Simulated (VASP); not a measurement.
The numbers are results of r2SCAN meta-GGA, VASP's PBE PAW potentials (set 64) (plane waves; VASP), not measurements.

VASP input:

**KPOINTS_OPT**
```
k-points along high-symmetry lines
10
Line-mode
Reciprocal
  0.000000   0.000000   0.000000 ! GAMMA
 -0.500000  -0.500000   0.000000 ! X

 -0.500000  -0.500000   0.000000 ! X
 -0.375000  -0.375000   0.250000 ! U

 -0.375000   0.000000   0.375000 ! K
  0.000000   0.000000   0.000000 ! GAMMA

  0.000000   0.000000   0.000000 ! GAMMA
 -0.000000  -0.000000   0.500000 ! L

 -0.000000  -0.000000   0.500000 ! L
 -0.500000  -0.250000   0.250000 ! W

 -0.500000  -0.250000   0.250000 ! W
 -0.500000  -0.500000   0.000000 ! X
```

POSCAR:
```
BP
1
   -0.0000000000     2.2659876387     2.2659876387
    2.2659876387     0.0000000000     2.2659876387
    2.2659876387     2.2659876387     0.0000000000
B P
1 1
Direct
  0.0000000000   0.0000000000   0.0000000000
  0.2500000000   0.2500000000   0.2500000000
```

KPOINTS:
```
Automatic mesh
0
Gamma
11 11 11
0 0 0
```

INCAR:
```
! general
SYSTEM =BP
PREC   =Accurate
ENCUT  =520
LREAL  =.FALSE.
LASPH  =.TRUE.

! electronic loop
EDIFF  =1E-7
NELM   =100
ALGO   =Normal
LMIXTAU=.TRUE.

! smearing
ISMEAR =-5

! functional
METAGGA=R2SCAN

! ions
ISIF   =2

! output
LWAVE  =.FALSE.
LCHARG =.FALSE.
LORBIT =11
NEDOS  =601
```

POTCAR, in this order: B P (PBE.64 set). Program: vasp_std.

Output

### OSZICAR
```
       N       E                     dE             d eps       ncg     rms          rms(c)
DAV:   1     0.588367656645E+01    0.58837E+01   -0.42489E+03   896   0.937E+02
DAV:   2    -0.189229385278E+02   -0.24807E+02   -0.23929E+02  1408   0.116E+02
DAV:   3    -0.191805591465E+02   -0.25762E+00   -0.25762E+00  1080   0.158E+01
DAV:   4    -0.191811034840E+02   -0.54434E-03   -0.54434E-03  1432   0.746E-01
DAV:   5    -0.191811037072E+02   -0.22317E-06   -0.22317E-06  1096   0.126E-02    0.797E+00
DAV:   6    -0.172828523580E+02    0.18983E+01   -0.12965E+00  1344   0.815E+00    0.488E+00
DAV:   7    -0.171671050167E+02    0.11575E+00   -0.46964E-01   912   0.478E+00    0.123E+00
DAV:   8    -0.171757776055E+02   -0.86726E-02   -0.22122E-01  1008   0.463E+00    0.546E-01
DAV:   9    -0.172768405772E+02   -0.10106E+00   -0.15772E-02  1072   0.122E+00    0.326E-01
DAV:  10    -0.172820601269E+02   -0.52195E-02   -0.63206E-04  1264   0.257E-01    0.299E-01
DAV:  11    -0.173102875004E+02   -0.28227E-01   -0.73056E-03   896   0.103E+00    0.612E-02
DAV:  12    -0.173113142376E+02   -0.10267E-02   -0.29481E-03  1272   0.579E-01    0.526E-02
DAV:  13    -0.173114678729E+02   -0.15364E-03   -0.11254E-04   928   0.123E-01    0.229E-02
DAV:  14    -0.173115334063E+02   -0.65533E-04   -0.19595E-05  1152   0.571E-02    0.252E-02
DAV:  15    -0.173115688886E+02   -0.35482E-04   -0.73544E-05   896   0.712E-02    0.515E-03
DAV:  16    -0.173115823360E+02   -0.13447E-04   -0.46397E-06   896   0.267E-02    0.301E-03
DAV:  17    -0.173115814441E+02    0.89199E-06   -0.16445E-07  1184   0.472E-03    0.229E-03
DAV:  18    -0.173115826106E+02   -0.11666E-05   -0.17032E-07   936   0.429E-03    0.103E-03
DAV:  19    -0.173115820513E+02    0.55931E-06   -0.47020E-08   448   0.200E-03    0.947E-04
DAV:  20    -0.173115821198E+02   -0.68524E-07   -0.31690E-09   448   0.592E-04
   1 F= -.17311582E+02 E0= -.17311582E+02  d E =0.000000E+00
       N       E                     dE             ncg
       N       E                     dE             ncg
```

File OUTCAR:
```
------------------------ aborting loop because EDIFF is reached ----------------------------------------
  FORCE on cell =-STRESS in cart. coord.  units (eV):
  Direction    XX          YY          ZZ          XY          YZ          ZX
  --------------------------------------------------------------------------------------
  Total        0.0003128      0.0003128      0.0003128      0.0000000      0.0000000      0.0000000
  in kB        0.0215343      0.0215343      0.0215343      0.0000000      0.0000000      0.0000000
  external PRESSURE =       0.0215343 kB  Pullay stress =       0.0000000 kB
  volume of cell :       23.27
      direct lattice vectors                 reciprocal lattice vectors
     0.000000000  2.265987639  2.265987639    -0.220654337  0.220654337  0.220654337
     2.265987639  0.000000000  2.265987639     0.220654337 -0.220654337  0.220654337
     2.265987639  2.265987639  0.000000000     0.220654337  0.220654337 -0.220654337
  FREE ENERGIE OF THE ION-ELECTRON SYSTEM (eV)
  ---------------------------------------------------
  free  energy   TOTEN  =       -17.3115821198 eV

  energy  without entropy=      -17.3115821198  energy(sigma->0) =      -17.31158212

 total charge

# of ion       s       p       d       tot
------------------------------------------
    1        0.680   1.275   0.000   1.955
    2        0.985   1.590   0.000   2.575
--------------------------------------------------
tot          1.665   2.865   0.000   4.530
```
(Selected blocks of OUTCAR.)

The compound is BP in the zinc blende structure. It was relaxed first.
